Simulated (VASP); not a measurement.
```xyz
2
Lattice="1.6920 -2.9305 0.0000 1.6920 2.9305 0.0000 0.0000 0.0000 5.4934" Properties=species:S:1:pos:R:3 pbc="T T T"
Tl     1.6920     0.9769     1.3733
Tl     1.6920    -0.9769     4.1200
```

The numbers are results of LDA (Ceperley-Alder, Perdew-Zunger), VASP's LDA PAW potentials (set 64) (plane waves; VASP), not measurements. Numerical set-up: 400 eV cut-off, 11×11×6 Γ-centred mesh, first-order Methfessel-Paxton smearing of 0.10 eV, potentials Tl_d.

Unless said otherwise, spin-orbit coupling is left out, though it shifts the bands of the heavy elements here.

Q: What does the run give for the energy per atom (σ→0), band gap (on the k-mesh) with the smallest direct gap where there is one?

A: 
```json
{
  "band gap (on the k-mesh)": "none (metal, semimetal or under 0.01 eV)",
  "energy per atom (σ→0)": "-2.937 eV/atom"
}
```

The compound is Tl in the hcp structure. It was relaxed first. The start is the result of an earlier pass.
